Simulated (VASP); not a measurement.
Output of a VASP run:

File OSZICAR:
```
...
DAV:   2    -0.942684687724E+01    0.46631E-05   -0.19091E-04  3293   0.148E-01    0.188E-02
DAV:   3    -0.942684072713E+01    0.61501E-05   -0.75372E-06  2967   0.388E-02    0.892E-03
DAV:   4    -0.942683842232E+01    0.23048E-05   -0.12649E-06  1873   0.261E-02    0.143E-03
DAV:   5    -0.942683844026E+01   -0.17938E-07   -0.11851E-06  1535   0.979E-03
   3 F= 0.54879755E+01 E0= 0.54881325E+01  d E =-.176847E-01
       N       E                     dE             d eps       ncg     rms          rms(c)
DAV:   1    -0.915026668915E+01    0.27657E+00   -0.30838E+00  3179   0.286E+01    0.207E+00
DAV:   2    -0.905977102300E+01    0.90496E-01   -0.20266E-01  3188   0.828E+00    0.955E-01
DAV:   3    -0.903302988096E+01    0.26741E-01   -0.78055E-02  3189   0.519E+00    0.199E-01
DAV:   4    -0.903262931360E+01    0.40057E-03   -0.58566E-03  2577   0.794E-01    0.854E-02
DAV:   5    -0.903252760543E+01    0.10171E-03   -0.28330E-04  3968   0.221E-01    0.355E-02
DAV:   6    -0.903251887882E+01    0.87266E-05   -0.26556E-05  3122   0.601E-02    0.129E-02
DAV:   7    -0.903251901875E+01   -0.13992E-06   -0.33084E-06  2467   0.240E-02
   4 F= 0.54968808E+01 E0= 0.54968541E+01  d E =0.890527E-02
       N       E                     dE             d eps       ncg     rms          rms(c)
DAV:   1    -0.935836551236E+01   -0.32585E+00   -0.14646E+00  3156   0.208E+01    0.138E+00
DAV:   2    -0.931749407707E+01    0.40871E-01   -0.91762E-02  3168   0.539E+00    0.646E-01
DAV:   3    -0.930490945465E+01    0.12585E-01   -0.37497E-02  3185   0.350E+00    0.131E-01
DAV:   4    -0.930469467568E+01    0.21478E-03   -0.28180E-03  2623   0.571E-01    0.580E-02
DAV:   5    -0.930462750872E+01    0.67167E-04   -0.13789E-04  3990   0.167E-01    0.243E-02
DAV:   6    -0.930461797795E+01    0.95308E-05   -0.14202E-05  2789   0.450E-02    0.900E-03
DAV:   7    -0.930461638129E+01    0.15967E-05   -0.16170E-06  1876   0.171E-02    0.204E-03
DAV:   8    -0.930461662202E+01   -0.24074E-06   -0.33688E-07  1309   0.661E-03
   5 F= 0.54853685E+01 E0= 0.54854733E+01  d E =-.260697E-02
       N       E                     dE             d eps       ncg     rms          rms(c)
DAV:   1    -0.930350884169E+01    0.11075E-02   -0.88901E-02  2681   0.225E+00    0.256E-01
DAV:   2    -0.930258612427E+01    0.92272E-03   -0.51955E-03  3167   0.921E-01    0.149E-01
DAV:   3    -0.930209892473E+01    0.48720E-03   -0.59652E-04  3568   0.406E-01    0.523E-02
DAV:   4    -0.930204964271E+01    0.49282E-04   -0.15875E-04  3574   0.174E-01    0.136E-02
DAV:   5    -0.930204982607E+01   -0.18336E-06   -0.16220E-05  3795   0.420E-02    0.529E-03
DAV:   6    -0.930204993889E+01   -0.11282E-06   -0.85840E-07  1499   0.109E-02
   6 F= 0.54842915E+01 E0= 0.54842729E+01  d E =-.107699E-02
       N       E                     dE             d eps       ncg     rms          rms(c)
DAV:   1    -0.930000628639E+01    0.20435E-02   -0.11872E-01  2688   0.260E+00    0.296E-01
DAV:   2    -0.929875768505E+01    0.12486E-02   -0.69851E-03  3154   0.106E+00    0.172E-01
DAV:   3    -0.929811103563E+01    0.64665E-03   -0.79397E-04  3561   0.462E-01    0.610E-02
DAV:   4    -0.929804310280E+01    0.67933E-04   -0.21090E-04  3594   0.204E-01    0.158E-02
DAV:   5    -0.929804332410E+01   -0.22130E-06   -0.22110E-05  3776   0.491E-02    0.612E-03
DAV:   6    -0.929804345523E+01   -0.13112E-06   -0.11862E-06  1618   0.128E-02
   7 F= 0.54837380E+01 E0= 0.54835969E+01  d E =-.163049E-02
```

### OUTCAR
```
------------------------ aborting loop because EDIFF is reached ----------------------------------------
  FORCE on cell =-STRESS in cart. coord.  units (eV):
  Direction    XX          YY          ZZ          XY          YZ          ZX
  --------------------------------------------------------------------------------------
  Total       14.7822246     14.7824041     14.8151319     -0.0000007      0.0005397      0.0000003
  in kB      450.0134882    450.0189529    451.0152829     -0.0000216      0.0164303      0.0000086
  external PRESSURE =       0.3492413 kB  Pullay stress =     450.0000000 kB
  volume of cell :       52.63
      direct lattice vectors                 reciprocal lattice vectors
     1.718574548 -2.976676426 -0.000055179     0.290938798 -0.167972569  0.000003009
     1.718574406  2.976676343  0.000055212     0.290938806  0.167972583 -0.000003014
     0.000000049  0.000092220  5.143927888    -0.000000002 -0.000003605  0.194403970
 POSITION                                       TOTAL-FORCE (eV/Angst)
 -----------------------------------------------------------------------------------
      0.00000      0.00000      0.00000        -0.000000      0.000000      0.000000
      1.71857      0.99225      1.62309        -0.000000     -0.000000     -0.002807
      1.71857     -0.99216      3.52084         0.000000      0.000000      0.002807
 -----------------------------------------------------------------------------------
    total drift:                               -0.000000     -0.000000     -0.000000
  FREE ENERGIE OF THE ION-ELECTRON SYSTEM (eV)
  ---------------------------------------------------
  free  energy   TOTEN  =        -9.2980434552 eV

  energy  without entropy=       -9.2984669836  energy(sigma->0) =       -9.29818463
  enthalpy is  TOTEN    =         5.4837380416 eV   P V=       14.7817814968

 reached required accuracy - stopping structural energy minimisation
```
(Selected blocks of OUTCAR.)

### POSCAR
```
SnSe2
1
    1.7391872723    -3.0123658463    -0.0000153936
    1.7391872324     3.0123658223     0.0000154027
    0.0000000137     0.0000255118     5.0596926042
Sn Se
1 2
Direct
  0.0000000000   0.0000000000   0.0000000000
  0.3333336361   0.6666663623   0.3104821723
  0.6666663639   0.3333336377   0.6895178277
```

Q: Write an INCAR and KPOINTS that could have produced this output.

A: One answer among several that fit: the input of the run itself, PBE GGA, plane waves, VASP's PBE PAW potentials (set 64).

INCAR:
```
# general
SYSTEM =SnSe2
PREC   =Accurate
ENCUT  =500
LREAL  =.FALSE.
LASPH  =.TRUE.

# electronic loop
EDIFF  =1E-6
NELM   =100
ALGO   =Normal
LMAXMIX=4

# smearing
ISMEAR =1
SIGMA  =0.1

# functional
GGA    =PE

# ions
IBRION =2
NSW    =40
ISIF   =3
EDIFFG =-0.02
PSTRESS=450

# output
LWAVE  =.FALSE.
LCHARG =.FALSE.
```

### KPOINTS
```
K-points
0
G
10 10 6
```

POTCAR, in this order: Sn_d Se (PBE.64 set). Program: vasp_std.

Without a dispersion term in the relaxation, distances and binding between the weakly bound layers, chains or molecules are unreliable, and so is what depends on them.

The compound is SnSe2 in the 1T layered structure. This run relaxes it under an external pressure of 45 GPa. Symmetry was kept, so distortions that lower it aren't found.
